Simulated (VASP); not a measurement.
```
CELL_PARAMETERS angstrom
      2.30463    -3.99174     0.00000
      2.30463     3.99174     0.00000
      0.00000     0.00000     7.49449
ATOMIC_POSITIONS crystal
  Mg 0.66667 0.33333 0.49975
  Mg 0.33333 0.66667 0.99975
  Te 0.66667 0.33333 0.87625
  Te 0.33333 0.66667 0.37625
```

Computed with PBE GGA, VASP's PBE PAW potentials (set 64) (plane waves; VASP). Settings: 520 eV cut-off, Gaussian smearing of 0.050 eV, potentials Mg Te.

Unless said otherwise, spin-orbit coupling is left out, though it shifts the bands of the heavy elements here.

Give the energies of bands 3 to 11 at the high-symmetry points, in eV from the valence-band maximum.

```csv
band,Γ,M,K,A,L,H
3,-3.16,-3.00,-2.51,-1.96,-3.08,-2.89
4,-0.48,-2.55,-2.51,-1.96,-3.08,-2.89
5,-0.48,-1.90,-2.27,-0.26,-0.86,-1.86
6,-0.01,-1.19,-1.36,-0.26,-0.86,-1.86
7,-0.01,-0.96,-1.36,-0.26,-0.85,-0.61
8,0.00,-0.43,-1.32,-0.26,-0.85,-0.61
9,2.36,3.17,3.58,3.38,3.21,3.85
10,2.92,3.83,5.57,3.38,3.21,3.85
11,5.24,4.25,5.57,5.50,4.25,5.14
```

The gap is direct, 2.36 eV, from the valence maximum at Γ to the conduction minimum at Γ.

The compound is MgTe in the wurtzite structure. It was relaxed first.
